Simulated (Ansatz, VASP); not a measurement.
## In in two plane-wave programs

Wanted: the spread between two codes on one cell, functional and k mesh. The structure shown is frame 200 of Ansatz's trajectory.

Main program and level: Ansatz 0.2.0; plane waves, with VASP 6.6.1 beside it; single point at PBE.

### Step 1. The starting structure

The cell holds 48 atoms: 48 In. Cell: a = 10.940 Å, b = 10.940 Å, c = 10.940 Å, α = 90.0°, β = 90.0°, γ = 90.0°. As first built, before any earlier steps moved the atoms (in the runner's words): 48 atoms (48 In) placed at random at 6.99 g/cm^3 and pushed apart to contact distance.

### Step 2. Ansatz: dynamics, PBE

Ansatz runs on its default PAW (the set named soft_2) files.

One frame of this run of dynamics is then solved in both programs, so the motion causes no difference.

File input.yaml:

```yaml
crystal:
  lattice:
    - [10.9398, 0.0, 0.0]
    - [0.0, 10.9398, 0.0]
    - [0.0, 0.0, 10.9398]
  atoms:
    - { symbol: In, position: [0.13543, 0.20378, 0.87555] }
    - { symbol: In, position: [0.60786, 0.08427, 0.28155] }
    - { symbol: In, position: [0.43379, 0.08325, 0.83374] }
    - { symbol: In, position: [0.12312, 0.29078, 0.52687] }
    - { symbol: In, position: [0.47069, 0.57558, 0.73618] }
    - { symbol: In, position: [0.9737, 0.34699, 0.73158] }
    - { symbol: In, position: [0.64309, 0.21492, 0.0171] }
    - { symbol: In, position: [0.0005, 0.27772, 0.26302] }
    - { symbol: In, position: [0.94101, 0.70796, 0.49763] }
    - { symbol: In, position: [0.72507, 0.99072, 0.78514] }
    - { symbol: In, position: [0.24016, 0.10041, 0.66168] }
    - { symbol: In, position: [0.98075, 0.09489, 0.67001] }
    - { symbol: In, position: [0.36157, 0.81113, 0.73862] }
    - { symbol: In, position: [0.16606, 0.86135, 0.57538] }
    - { symbol: In, position: [0.62789, 0.86475, 0.41868] }
    - { symbol: In, position: [0.74383, 0.96664, 0.07421] }
    - { symbol: In, position: [0.85505, 0.48471, 0.39682] }
    - { symbol: In, position: [0.18374, 0.76349, 0.31934] }
    - { symbol: In, position: [0.87167, 0.24126, 0.48543] }
    - { symbol: In, position: [0.40172, 0.58071, 0.24773] }
    - { symbol: In, position: [0.13259, 0.72579, 0.82626] }
    - { symbol: In, position: [0.45641, 0.88508, 0.20009] }
    - { symbol: In, position: [0.88671, 0.15059, 0.95459] }
    - { symbol: In, position: [0.6575, 0.51515, 0.90601] }
    - { symbol: In, position: [0.83994, 0.73302, 0.98287] }
    - { symbol: In, position: [0.34426, 0.11913, 0.19396] }
    - { symbol: In, position: [0.18857, 0.91569, 0.10909] }
    - { symbol: In, position: [0.24627, 0.49264, 0.83694] }
    - { symbol: In, position: [0.98615, 0.64876, 0.1809] }
    - { symbol: In, position: [0.59082, 0.71757, 0.05425] }
    - { symbol: In, position: [0.74904, 0.42225, 0.62543] }
    - { symbol: In, position: [0.62717, 0.6339, 0.53743] }
    - { symbol: In, position: [0.58418, 0.30092, 0.43666] }
    - { symbol: In, position: [0.12042, 0.54508, 0.60421] }
    - { symbol: In, position: [0.86611, 0.42528, 0.0317] }
    - { symbol: In, position: [0.6328, 0.23188, 0.75826] }
    - { symbol: In, position: [0.42302, 0.32544, 0.92748] }
    - { symbol: In, position: [0.33409, 0.3507, 0.38795] }
    - { symbol: In, position: [0.43024, 0.00371, 0.51365] }
    - { symbol: In, position: [0.89203, 0.59168, 0.76075] }
    - { symbol: In, position: [0.92909, 0.84501, 0.71779] }
    - { symbol: In, position: [0.8457, 0.84382, 0.27898] }
    - { symbol: In, position: [0.48705, 0.34558, 0.17826] }
    - { symbol: In, position: [0.42749, 0.33826, 0.64025] }
    - { symbol: In, position: [0.67441, 0.08471, 0.54849] }
    - { symbol: In, position: [0.33019, 0.71025, 0.03443] }
    - { symbol: In, position: [0.13351, 0.51027, 0.34674] }
    - { symbol: In, position: [0.74531, 0.31525, 0.23362] }
kpoints:
  mp_grid: { grid: [1, 1, 1] }
hamiltonian:
  xc: pbe
scf:
  occupations: { method: fermi_dirac, width: 0.05 }
output:
  forces: true
  stress: true
md:
  timestep: 5.0
  n_steps: 600
  ensemble: nvt_nose_hoover
  temperature: 973
  initial_velocities: maxwell_boltzmann
  seed: 6
  temperature_schedule:
    - { n_steps: 75, end_temperature: 973 }
    - { n_steps: 75, end_temperature: 473 }
```

Command:

```sh
ansatz run input.yaml --threads 4 --pin off --max-ram 15360MiB --backend cpu --events-out ev --progress --plain --runs-dir out
```

Numbers of over 12 decimals in the logs are rounded to 6 here.

The log of the run:

```text
Warning: md: disabling space-group detection — thermal motion breaks the input geometry's symmetry, so no spatial operation reduces the k-mesh or symmetrises the density; time reversal is kept, so that k and −k are solved as one point where they differ and the mesh holds both, and exact exchange and, on two spinor components, a DFT+U term hold to it where the run has them: on two components no moment then forms, and  [...]
Warning: output.stress: scf.convergence.dr2_threshold = 4.8e-8 eV (the default of an md: trajectory) is looser than the 4.8e-9 eV advised for a printed stress (1e-10 eV for each atom of the cell: 48). What an SCF threshold leaves in a stress goes as its square root, and in the free energy as the threshold itself, and one threshold admits the most on a small cell: [figures from the program's tests cut] Set scf.converg [...]
Engine: ansatz 0.2.0, aarch64-unknown-linux-gnu
Pseudopotentials: kind: paw
Pseudopotential: In, paw, valence charge 13, recommended cutoff 420 eV (normal), In.paw.azcp
Functional definition: PBE
  parameter kappa = 0.804
  parameter beta = 0.066725
  exchange = pbe_x(kappa = kappa, mu = beta*pi^2/3)
  correlation = pbe_c(beta = beta)
Crystal: 48 atoms, lattice volume = 1309.267 Å³
Basis set: ecut = 420 eV, 25677 PW (Γ), exchange–correlation on 150×150×150 points (8 copies of the dense FFT grid, shifted against one another)
Bands: 375, of which v1, the nominal top of the filled ones, is band 312 counted from 1 (311 counted from 0)
Symmetry: 1 space group operations
k-points: 1
Non-local potential: In, projectors of the file, l = 0: 2, l = 1: 2, l = 2: 2, l = 3: 2
PAW form: soft (Blöchl's): semilocal exchange-correlation on the pseudo side does not see the compensation charge
PAW one-centre angular grid: In, 590 points (default); XC on 64 Gauss nodes
Initial density: superposition of atomic densities (neutral atoms: chi_scale 0, normalization atom), corrected by the library's trained network
Initial wavefunctions: pseudopotential atomic-orbital guess
Functional: x = pbe(κ = 0.804, μ = 0.219515), c = pbe(β = 0.066725)
SCF iter   1: F=—  HF=-268686.670520 eV  |F-HF|=—  |Δ(HF+E_count)|=         —  Δρ=3.62e-3  dr2=7.14e-1  ethr=1.77e-3  ⟨swp⟩=6.0  Hψ=1331  notcnv=0  defer=4
preconditioner: auto → LDOS  [metal: Δε(μ)=0.097 eV  Ē_g=15.036 eV  σ=0.050 eV  W_gap=0.44  n_scr=304 (ndim 8)  ℏωp=25.6 eV  f_vac=0.048  D(μ)=21.15/eV (n_scr^D=92)  β→1.0]
SCF iter   2: F=—  HF=-268686.582505 eV  |F-HF|=—  |Δ(HF+E_count)|=   8.80e-2  Δρ=2.50e-3  dr2=1.95e-1  ethr=1.14e-4  ⟨swp⟩=3.0  Hψ=759  notcnv=0  defer=48
SCF iter   3: F=—  HF=-268686.555263 eV  |F-HF|=—  |Δ(HF+E_count)|=   2.72e-2  Δρ=1.23e-3  dr2=5.65e-2  ethr=3.13e-5  ⟨swp⟩=2.0  Hψ=654  notcnv=0  defer=48
SCF iter   4: F=—  HF=-268686.544674 eV  |F-HF|=—  |Δ(HF+E_count)|=   1.06e-2  Δρ=3.90e-4  dr2=6.38e-3  ethr=9.05e-6  ⟨swp⟩=2.0  Hψ=640  notcnv=0  defer=48
SCF iter   5: F=—  HF=-268686.543757 eV  |F-HF|=—  |Δ(HF+E_count)|=   9.17e-4  Δρ=1.52e-4  dr2=1.05e-3  ethr=1.02e-6  ⟨swp⟩=2.0  Hψ=639  notcnv=0  defer=48
SCF iter   6: F=—  HF=-268686.543653 eV  |F-HF|=—  |Δ(HF+E_count)|=   1.04e-4  Δρ=4.36e-5  dr2=7.25e-5  ethr=1.68e-7  ⟨swp⟩=2.0  Hψ=640  notcnv=0  defer=48
SCF iter   7: F=—  HF=-268686.543659 eV  |F-HF|=—  |Δ(HF+E_count)|=   5.83e-6  Δρ=2.20e-5  dr2=1.62e-5  ethr=1.16e-8  ⟨swp⟩=2.0  Hψ=641  notcnv=0  defer=48
SCF iter   8: F=—  HF=-268686.542677 eV  |F-HF|=—  |Δ(HF+E_count)|=   9.82e-4  Δρ=8.21e-6  dr2=1.91e-6  ethr=2.59e-9  ⟨swp⟩=2.0  Hψ=687  notcnv=0  defer=48
SCF iter   9: F=—  HF=-268686.542678 eV  |F-HF|=—  |Δ(HF+E_count)|=   2.90e-7  Δρ=3.24e-6  dr2=2.90e-7  ethr=3.07e-10  ⟨swp⟩=2.0  Hψ=639  notcnv=0  defer=48
SCF iter  10: F=—  HF=-268686.542678 eV  |F-HF|=—  |Δ(HF+E_count)|=   1.76e-8  Δρ=1.64e-6  dr2=6.75e-8  ethr=7.69e-12  ⟨swp⟩=4.0  Hψ=1078  notcnv=0
SCF iter  11: F=-268686.542678 eV  HF=-268686.542678 eV  |F-HF|=2.91e-10  |Δ(HF+E_count)|=   1.46e-9  Δρ=5.52e-7  dr2=6.68e-9  ethr=7.69e-12  ⟨swp⟩=4.0  Hψ=1058  notcnv=0
[...]
md step   562: t =  2810.00 fs  T =   456.6 K (target 473.0 K)  F+E_penalty+E_count = -268700.00203721 eV  E_kin = 2.774031 eV  conserved = -268680.64818071 eV  P_inst = 3.4918 GPa  (3 SCF iters)
md step   564: t =  2820.00 fs  T =   459.3 K (target 473.0 K)  F+E_penalty+E_count = -268700.01339173 eV  E_kin = 2.790495 eV  conserved = -268680.64810294 eV  P_inst = 3.4828 GPa  (3 SCF iters)
md step   566: t =  2830.00 fs  T =   463.8 K (target 473.0 K)  F+E_penalty+E_count = -268700.03505688 eV  E_kin = 2.817400 eV  conserved = -268680.64805115 eV  P_inst = 3.4669 GPa  (3 SCF iters)
md step   568: t =  2840.00 fs  T =   470.0 K (target 473.0 K)  F+E_penalty+E_count = -268700.06802493 eV  E_kin = 2.855203 eV  conserved = -268680.64813526 eV  P_inst = 3.4445 GPa  (3 SCF iters)
md step   570: t =  2850.00 fs  T =   476.8 K (target 473.0 K)  F+E_penalty+E_count = -268700.10548697 eV  E_kin = 2.896660 eV  conserved = -268680.64833419 eV  P_inst = 3.4183 GPa  (8 SCF iters)
md step   572: t =  2860.00 fs  T =   481.9 K (target 473.0 K)  F+E_penalty+E_count = -268700.13390001 eV  E_kin = 2.927883 eV  conserved = -268680.64854430 eV  P_inst = 3.3931 GPa  (4 SCF iters)
md step   574: t =  2870.00 fs  T =   483.0 K (target 473.0 K)  F+E_penalty+E_count = -268700.13898260 eV  E_kin = 2.934412 eV  conserved = -268680.64867198 eV  P_inst = 3.3743 GPa  (3 SCF iters)
md step   576: t =  2880.00 fs  T =   478.5 K (target 473.0 K)  F+E_penalty+E_count = -268700.11151960 eV  E_kin = 2.907221 eV  conserved = -268680.64867132 eV  P_inst = 3.3661 GPa  (3 SCF iters)
md step   578: t =  2890.00 fs  T =   468.5 K (target 473.0 K)  F+E_penalty+E_count = -268700.05063686 eV  E_kin = 2.846142 eV  conserved = -268680.64853251 eV  P_inst = 3.3705 GPa  (2 SCF iters)
md step   580: t =  2900.00 fs  T =   454.4 K (target 473.0 K)  F+E_penalty+E_count = -268699.96449967 eV  E_kin = 2.760523 eV  conserved = -268680.64827865 eV  P_inst = 3.3863 GPa  (8 SCF iters)
md step   582: t =  2910.00 fs  T =   439.0 K (target 473.0 K)  F+E_penalty+E_count = -268699.86858215 eV  E_kin = 2.667256 eV  conserved = -268680.64797181 eV  P_inst = 3.4102 GPa  (3 SCF iters)
md step   584: t =  2920.00 fs  T =   425.7 K (target 473.0 K)  F+E_penalty+E_count = -268699.78169286 eV  E_kin = 2.586519 eV  conserved = -268680.64769831 eV  P_inst = 3.4372 GPa  (3 SCF iters)
md step   586: t =  2930.00 fs  T =   417.4 K (target 473.0 K)  F+E_penalty+E_count = -268699.72048318 eV  E_kin = 2.536092 eV  conserved = -268680.64754494 eV  P_inst = 3.4622 GPa  (3 SCF iters)
md step   588: t =  2940.00 fs  T =   415.8 K (target 473.0 K)  F+E_penalty+E_count = -268699.69405348 eV  E_kin = 2.525908 eV  conserved = -268680.64756022 eV  P_inst = 3.4816 GPa  (2 SCF iters)
md step   590: t =  2950.00 fs  T =   420.6 K (target 473.0 K)  F+E_penalty+E_count = -268699.70110942 eV  E_kin = 2.555222 eV  conserved = -268680.64770884 eV  P_inst = 3.4937 GPa  (8 SCF iters)
md step   592: t =  2960.00 fs  T =   430.4 K (target 473.0 K)  F+E_penalty+E_count = -268699.73194952 eV  E_kin = 2.614543 eV  conserved = -268680.64787737 eV  P_inst = 3.4987 GPa  (3 SCF iters)
md step   594: t =  2970.00 fs  T =   443.1 K (target 473.0 K)  F+E_penalty+E_count = -268699.77514581 eV  E_kin = 2.692192 eV  conserved = -268680.64794218 eV  P_inst = 3.4976 GPa  (3 SCF iters)
md step   596: t =  2980.00 fs  T =   457.8 K (target 473.0 K)  F+E_penalty+E_count = -268699.82465090 eV  E_kin = 2.781309 eV  conserved = -268680.64787300 eV  P_inst = 3.4901 GPa  (3 SCF iters)
md step   598: t =  2990.00 fs  T =   474.4 K (target 473.0 K)  F+E_penalty+E_count = -268699.88170414 eV  E_kin = 2.881805 eV  conserved = -268680.64775062 eV  P_inst = 3.4753 GPa  (2 SCF iters)
[...]
md step   600: t =  3000.00 fs  T =   493.2 K (target 473.0 K)  F+E_penalty+E_count = -268699.95063696 eV  E_kin = 2.996257 eV  conserved = -268680.64767062 eV  P_inst = 3.4522 GPa  (8 SCF iters)
SCF converged after 8 iterations
Free energy (F): -268699.950637 eV
Harris-Foulkes:  -268699.950637 eV  (|F-HF|=2.27e-9)
Internal energy: -268699.881503 eV  (E = F + TS)
E sigma→0 (E₀):  -268699.916070 eV
Entropy (-TS):   -0.069134 eV (-1.440 meV/atom)
Fermi energy:    9.130303 eV
--- Per-component energies (eV) ---
  E_band       = -1530.331109
  E_kinetic    = 11603.681121
  E_local      = -55933.663285  (includes V_loc(G=0)·N_el)
  E_nonlocal   = 17567.816961
  E_hartree    = 22198.157467
  E_xc         = -10378.072951
  E_vxc        = -4813.193039  (∫ρ·V_xc dr)
  E_paw        = -199303.006921  (= ΣΔE_a)
  E_vpaw       = -14351.286446  (= ΣTr[D̂ρ^β])
  E_aug_tail   = 0.001232  (compensation charges beyond the density's cutoff)
  E_ewald      = -54454.795127
  E_smearing   = -0.069134  (= −TS)
  E_closure    = 0.000000  (closes the sum)
  Σ components = -268699.950637   (vs F -268699.950637, Δ=0.00e0)
--- Forces (eV/Å), atoms counted from 1 ---
  atom   1  In     0.85489592     0.95651967    -0.19077179
  atom   2  In     0.11828555     0.12051651    -0.19882013
  atom   3  In    -0.22481350    -0.55473298     0.06733004
  atom   4  In     0.23801022     0.60533785     0.11708844
  atom   5  In     1.15615381    -0.34721575    -0.08357283
  atom   6  In     0.19245625    -0.22023767     0.62701120
  atom   7  In    -0.24754043     0.26109445    -0.51980577
  atom   8  In    -0.04487256     0.55612360     0.66177204
  atom   9  In    -0.31573867    -0.01656581     0.55287359
  atom  10  In    -0.25574072    -0.21414283    -0.20125008
  atom  11  In     0.20737272    -0.25879740    -0.03328918
  atom  12  In    -0.68764828     0.15631388    -0.41301224
  atom  13  In    -0.46063019     0.54554191    -0.56738364
  atom  14  In     0.68757038    -0.22482143     0.10327790
  atom  15  In    -0.60055324    -0.35364070    -0.04405185
  atom  16  In     0.09538518    -0.31480940     0.04144063
  atom  17  In     0.26084455    -0.40480478    -0.01881394
  atom  18  In     0.30658123    -0.16392451    -0.26329787
  atom  19  In    -0.18506338     0.31014700     0.29122576
  atom  20  In     0.02648985     1.26426681     0.34287836
  atom  21  In    -0.39691782    -0.01274466     0.24089539
  atom  22  In     0.48773329     0.37564100     0.59943677
  atom  23  In    -0.57858918     0.12325812     0.28805237
  atom  24  In     0.00507007    -0.27645204     0.29583674
[...]
atom  41  In     0.01481046    -0.24791721     0.22400807
  atom  42  In    -0.53097220     0.21037353    -0.88882495
  atom  43  In    -0.04976001     0.06997970    -0.11636608
  atom  44  In     0.13197641    -0.01536682     0.04626766
  atom  45  In     0.42226570    -0.25928027    -0.06559536
  atom  46  In     0.07280121    -0.51205845    -0.33571685
  atom  47  In    -0.17760013     0.18153827    -0.06151411
  atom  48  In     0.20509814    -0.08126385     0.49834321
  max |Σ_I F_I| component: 5.69e-6 eV/Å
--- Stress (GPa, compression-positive) ---
        3.027700      -0.064836       0.446680
       -0.064836       3.456171       0.106054
        0.446680       0.106054       3.123672
  P = ⅓ Tr σ = 3.2025 GPa (32.025 kbar)
--- MD trajectory: 600 steps, t = 0.0 → 3000.0 fs ---
  final state: T = 493.2 K   F+E_penalty+E_count = -268699.95063696 eV   E_kin = 2.996257 eV
  conserved energy: peak-to-peak 2.845e-2 eV (5.926e-4 eV/atom) over 3000.0 fs
```

(Continued in part 2 of 2.)

[Lines on the potential files, build, host, timing and source positions are cut from VASP's logs without a mark.]

[Logs are printed without paths, hosts, clocks, repeated set-up lines and the standing remarks that a program may print on its own settings, such as how far it seeks lower states.]

[Hosts, paths, dates, database ids (printed as entryN), source tags and the programs' standing remarks are cut or masked in the printed files.]
